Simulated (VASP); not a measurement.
All values below come from PBE GGA, VASP's PBE PAW potentials (set 64) (plane waves; VASP 6.6.1).

Input for VASP

### POSCAR
```
NaHf
1
    3.9173280000     0.0000000000     0.0000000000
    0.0000000000     3.9173280000     0.0000000000
    0.0000000000     0.0000000000     3.9173280000
Na Hf
1 1
Direct
 -0.0015310000   0.0014230000  -0.0017540000
  0.5015310000   0.4985770000   0.5017540000
```

### INCAR
```
ALGO  =  Normal
EDIFF  =  1E-6
EDIFFG  =  -0.01
ENCUT  =  300
GGA  =  PE
IBRION  =  2
ISIF  =  3
ISMEAR  =  0
LASPH  =  .TRUE.
LCHARG  =  .FALSE.
LMAXMIX  =  6
LREAL  =  .FALSE.
LWAVE  =  .FALSE.
NELM  =  100
NSW  =  50
PREC  =  Accurate
SIGMA  =  0.136
SYSTEM  =  NaHf
```

File KPOINTS:
```
Automatic mesh
0
Gamma
5 5 5
0 0 0
```

POTCAR, in this order: Na_pv Hf_pv (PBE.64 set). Program: vasp_std.

At this cut-off the stress carries a Pulay error, which pulls relaxed volumes low. Energy and stress use the plane-wave basis of the starting cell. Unless said otherwise, spin-orbit coupling is left out, though it shifts the bands of the heavy elements here.

Question: What does the run give for the energy per atom (σ→0), volume per atom, band gap (on the k-mesh)?

Answer: 
- energy per atom (σ→0): -4528 meV/atom
- band gap (on the k-mesh): none (metal, semimetal or under 0.01 eV)
- volume per atom: 23.73 Å³/atom

### OSZICAR
```
...
       N       E                     dE             d eps       ncg     rms          rms(c)
DAV:   1    -0.907210207847E+01   -0.48073E-03   -0.11932E-02  1760   0.165E+00    0.146E-01
DAV:   2    -0.907173803676E+01    0.36404E-03   -0.59689E-04  1760   0.302E-01    0.630E-02
DAV:   3    -0.907164665213E+01    0.91385E-04   -0.29902E-04  1760   0.188E-01    0.283E-02
DAV:   4    -0.907164246356E+01    0.41886E-05   -0.61815E-06  1668   0.246E-02    0.191E-02
DAV:   5    -0.907163880959E+01    0.36540E-05   -0.32542E-06  1564   0.120E-02    0.394E-03
DAV:   6    -0.907163875165E+01    0.57940E-07   -0.10865E-07   756   0.369E-03
   7 F= -.90716388E+01 E0= -.90557829E+01  d E =-.175431E-04
```

The structure was generated: NaHf was put into an ordered model structure, which need not be its known phase. In the starting cell atoms are displaced from their ideal sites. This run relaxes it. The k-mesh is coarse (spacing up to 0.35 per Å, 2π included), so the numbers may not be converged in it. The run is one of a series of settings (EDIFFG = -0.01, IBRION = 2, ISIF = 3, NSW = 50 against the base run), some of them coarse on purpose. The electron count is odd and the run is not spin-polarised, which forces a metal.
